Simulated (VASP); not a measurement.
Level of theory: MS2 meta-GGA, VASP's PBE PAW potentials (set 64) (plane waves; VASP 6.6.1).

VASP ran on this input.

File POSCAR:
```
CoSi2
5.3130270
  0.0000000000   0.5000000468   0.5000000468
  0.5000000468   0.0000000000   0.5000000468
  0.5000000468   0.5000000468   0.0000000000
Co Si
1 2
Direct
  0.0000000000   0.0000000000   0.0000000000
  0.2500000000   0.2500000000   0.2500000000
  0.7500000000   0.7500000000   0.7500000000
```

KPOINTS_OPT:
```
k-points along high-symmetry lines
10
Line-mode
Reciprocal
  0.000000   0.000000   0.000000 ! GAMMA
  0.500000   0.000000   0.500000 ! X

  0.500000   0.000000   0.500000 ! X
  0.625000   0.250000   0.625000 ! U

  0.375000   0.375000   0.750000 ! K
  0.000000   0.000000   0.000000 ! GAMMA

  0.000000   0.000000   0.000000 ! GAMMA
  0.500000   0.500000   0.500000 ! L

  0.500000   0.500000   0.500000 ! L
  0.500000   0.250000   0.750000 ! W

  0.500000   0.250000   0.750000 ! W
  0.500000   0.000000   0.500000 ! X
```

**INCAR**
```
SYSTEM  =  CoSi2
PREC  =  Accurate; ENCUT  =  520; LREAL  =  F
LASPH  =  T
EDIFF  =  1E-7; NELM  =  100; ALGO  =  Normal
LMAXMIX  =  4; LMIXTAU  =  T
ISMEAR  =  -5
METAGGA  =  MS2
ISIF  =  2
LWAVE  =  F; LCHARG  =  F; LORBIT  =  11
NEDOS  =  601
LEFG  =  T
```

### KPOINTS
```
Automatic mesh
0
Gamma
11 11 11
0 0 0
```

POTCAR, in this order: Co Si (PBE.64 set). Program: vasp_std.

Output of the run:

**OSZICAR**
```
       N       E                     dE             d eps       ncg     rms          rms(c)
DAV:   1     0.532750688847E+02    0.53275E+02   -0.67134E+03  1344   0.130E+03
DAV:   2    -0.401251217797E+02   -0.93400E+02   -0.86319E+02  1344   0.260E+02
DAV:   3    -0.452263065935E+02   -0.51012E+01   -0.48803E+01  1760   0.700E+01
DAV:   4    -0.453386228879E+02   -0.11232E+00   -0.11231E+00  1636   0.967E+00
DAV:   5    -0.453418197925E+02   -0.31969E-02   -0.31876E-02  1840   0.167E+00    0.290E+01
DAV:   6    -0.507352409580E+02   -0.53934E+01   -0.20323E+02  1472   0.306E+02    0.431E+01
DAV:   7    -0.314523844851E+02    0.19283E+02   -0.45262E+01  1588   0.159E+02    0.126E+01
DAV:   8    -0.301699971600E+02    0.12824E+01   -0.74908E+00  1976   0.516E+01    0.470E+00
DAV:   9    -0.302160593941E+02   -0.46062E-01   -0.64071E-01  2012   0.142E+01    0.203E+00
DAV:  10    -0.302201027138E+02   -0.40433E-02   -0.48516E-01  1504   0.154E+01    0.184E+00
DAV:  11    -0.301895771931E+02    0.30526E-01   -0.19797E-01  1540   0.984E+00    0.192E-01
DAV:  12    -0.301930383416E+02   -0.34611E-02   -0.29065E-02  1404   0.267E+00    0.138E-01
DAV:  13    -0.301930654188E+02   -0.27077E-04   -0.44849E-04  1776   0.244E-01    0.114E-01
DAV:  14    -0.301933020311E+02   -0.23661E-03   -0.15908E-03  1548   0.720E-01    0.358E-02
DAV:  15    -0.301933494749E+02   -0.47444E-04   -0.37023E-04  1416   0.332E-01    0.302E-02
DAV:  16    -0.301933160583E+02    0.33417E-04   -0.91857E-05  1464   0.192E-01    0.151E-02
DAV:  17    -0.301933328243E+02   -0.16766E-04   -0.23725E-05  1440   0.690E-02    0.239E-03
DAV:  18    -0.301933295705E+02    0.32538E-05   -0.18356E-06  1660   0.189E-02    0.133E-03
DAV:  19    -0.301933302091E+02   -0.63863E-06   -0.48176E-08   956   0.391E-03    0.997E-04
DAV:  20    -0.301933297749E+02    0.43424E-06   -0.12082E-07   808   0.797E-03    0.779E-04
DAV:  21    -0.301933297828E+02   -0.79744E-08   -0.70616E-08   776   0.585E-03
   1 F= -.30193330E+02 E0= -.30193330E+02  d E =0.000000E+00
       N       E                     dE             ncg
       N       E                     dE             ncg
```

### OUTCAR
```
------------------------ aborting loop because EDIFF is reached ----------------------------------------
  FORCE on cell =-STRESS in cart. coord.  units (eV):
  Direction    XX          YY          ZZ          XY          YZ          ZX
  --------------------------------------------------------------------------------------
  Total        0.0183992      0.0183992      0.0183992      0.0000000      0.0000000     -0.0000000
  in kB        0.7862172      0.7862172      0.7862172      0.0000000      0.0000000     -0.0000000
  external PRESSURE =       0.7862172 kB  Pullay stress =       0.0000000 kB
  volume of cell :       37.49
      direct lattice vectors                 reciprocal lattice vectors
     0.000000000  2.656513749  2.656513749    -0.188216605  0.188216605  0.188216605
     2.656513749  0.000000000  2.656513749     0.188216605 -0.188216605  0.188216605
     2.656513749  2.656513749  0.000000000     0.188216605  0.188216605 -0.188216605
 POSITION                                       TOTAL-FORCE (eV/Angst)
 -----------------------------------------------------------------------------------
      0.00000      0.00000      0.00000        -0.000000     -0.000000     -0.000000
      1.32826      1.32826      1.32826        -0.000000      0.000000      0.000000
      3.98477      3.98477      3.98477         0.000000     -0.000000     -0.000000
 -----------------------------------------------------------------------------------
    total drift:                               -0.000000     -0.000000      0.000000
  FREE ENERGIE OF THE ION-ELECTRON SYSTEM (eV)
  ---------------------------------------------------
  free  energy   TOTEN  =       -30.1933297828 eV

  energy  without entropy=      -30.1933297828  energy(sigma->0) =      -30.19332978

 total charge

# of ion       s       p       d       tot
------------------------------------------
    1        0.582   0.769   7.613   8.965
    2        0.728   0.899   0.000   1.627
    3        0.728   0.899   0.000   1.627
--------------------------------------------------
tot          2.038   2.567   7.613  12.219

 Electric field gradients after diagonalization (V/A^2)
 (convention: |V_zz| > |V_xx| > |V_yy|)
----------------------------------------------------------------------
 ion       V_xx      V_yy      V_zz     asymmetry (V_yy - V_xx)/ V_zz
----------------------------------------------------------------------
   1       0.002     0.002    -0.004       0.000
   2       0.000     0.000    -0.000       0.000
   3       0.000     0.000    -0.000       0.000
```
(Selected blocks of OUTCAR.)

For a metal the tetrahedron method with Blöchl corrections gives inexact stress and forces.

The compound is CoSi2 in the fluorite structure. It was relaxed first. The run is not spin-polarised, so no magnetic state was tried. The electron count is odd and the run is not spin-polarised, which forces a metal.
